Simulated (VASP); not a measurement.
Input:

```
NaF
1.0
    0.00000     2.33432     2.33432
    2.33432     0.00000     2.33432
    2.33432     2.33432     0.00000
Na F
1 1
Cartesian
  0.00000   0.00000   0.00000
  2.33432   2.33432   2.33432
```

All values below come from vdW-DF2, VASP's PBE PAW potentials (set 64) (plane waves; VASP). Run with 520 eV cut-off, 11×11×11 Γ-centred mesh, tetrahedra with Blöchl corrections, potentials Na_pv F.

Task: Predict the energy per atom (σ→0), band gap (on the k-mesh) with the smallest direct gap where there is one.

Result: 
```
Quantity                                     Result
-----------------------------------  --------------
band gap (on the k-mesh)                    6.08 eV
smallest direct gap (on the k-mesh)         6.08 eV
energy per atom (σ→0)                -2.621 eV/atom
```

The absolute energy has meaning only against runs of the same code, potentials and settings.

The compound is NaF in the rock salt structure. It was relaxed first.
